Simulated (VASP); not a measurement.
**Al: band structure with PBE**

Crystal: Al.

```
CELL_PARAMETERS angstrom
0.00000 2.01964 2.01964
2.01964 0.00000 2.01964
2.01964 2.01964 0.00000
ATOMIC_POSITIONS crystal
Al 0.00000 0.00000 0.00000
```

```json
{
  "Program": "VASP 6.6.1",
  "Task": "band structure",
  "Functional": "PBE",
  "Potentials or basis": "VASP PAW PBE potentials, release 64 (Al)",
  "Cutoff": "520 eV",
  "k mesh": "16 × 16 × 16",
  "Occupations": "methfessel-paxton, width 0.1 eV",
  "Spin": "no spin polarisation",
  "Further INCAR settings": "ALGO = Fast; EDIFF = 1e-06; NBANDS = 8"
}
```

The pressure is 0.0 GPa and the band gap along the path is none (metal or under the smearing width).

Levels at the corners of the path, in eV from the Fermi level:
```
point  band 1  band 2  band 3  band 4  band 5  band 6
    Γ  -11.19   12.59   12.59   12.59   14.09   14.09
    X   -2.97   -1.64    5.22    5.56    5.56    9.04
    X   -2.97   -1.64    5.22    5.56    5.56    9.04
    W   -0.89   -0.89    0.13    1.07   15.80   15.80
    W   -0.89   -0.89    0.13    1.07   15.80   15.80
    K   -1.93   -1.40   -0.44    6.53    8.17   15.66
    K   -1.93   -1.40   -0.44    6.53    8.17   15.66
    Γ  -11.19   12.59   12.59   12.59   14.09   14.09
    Γ  -11.19   12.59   12.59   12.59   14.09   14.09
    L   -4.64   -4.42   11.38   11.38   11.43   11.43
    L   -4.64   -4.42   11.38   11.38   11.43   11.43
    U   -1.93   -1.40   -0.44    6.53    8.17   15.66
    U   -1.93   -1.40   -0.44    6.53    8.17   15.66
    W   -0.89   -0.89    0.13    1.07   15.80   15.80
    W   -0.89   -0.89    0.13    1.07   15.80   15.80
    L   -4.64   -4.42   11.38   11.38   11.43   11.43
    L   -4.64   -4.42   11.38   11.38   11.43   11.43
    K   -1.93   -1.40   -0.44    6.53    8.17   15.66
    U   -1.93   -1.40   -0.44    6.53    8.17   15.66
    X   -2.97   -1.64    5.22    5.56    5.56    9.04
```

Core levels (eV, on the scale of the bands):
| atom | levels |
| --- | --- |
| 1 Al | 1s -1498.2, 2s -95.4, 2p -56.9 |

It took 8.6 s on 1 thread of Intel(R) Xeon(R) 6975P-C (Granite Rapids), with other jobs on the host, peak memory 0.15 GiB.
